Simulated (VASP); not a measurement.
```xyz
4
Lattice="1.6093 -2.7875 0.0000 1.6093 2.7875 0.0000 0.0000 0.0000 5.2392" Properties=species:S:1:pos:R:3 pbc="T T T"
Ga     1.6093    -0.9292     2.6199
Ga     1.6093     0.9292     0.0003
N      1.6093    -0.9292     4.5945
N      1.6093     0.9292     1.9749
```

Computed with PW91 GGA, VASP's PBE PAW potentials (set 64) (plane waves; VASP). Settings: 520 eV cut-off, 7×7×4 Γ-centred mesh, Gaussian smearing of 0.050 eV, potentials Ga_d N.

**Question.** Predict the energy per atom (σ→0).

**Answer.** 
```yaml
energy per atom (σ→0): -6.126 eV/atom
```

Only differences to runs with the same potentials and settings are physical.

The compound is GaN in the wurtzite structure. It was relaxed first. The start is the result of an earlier pass.
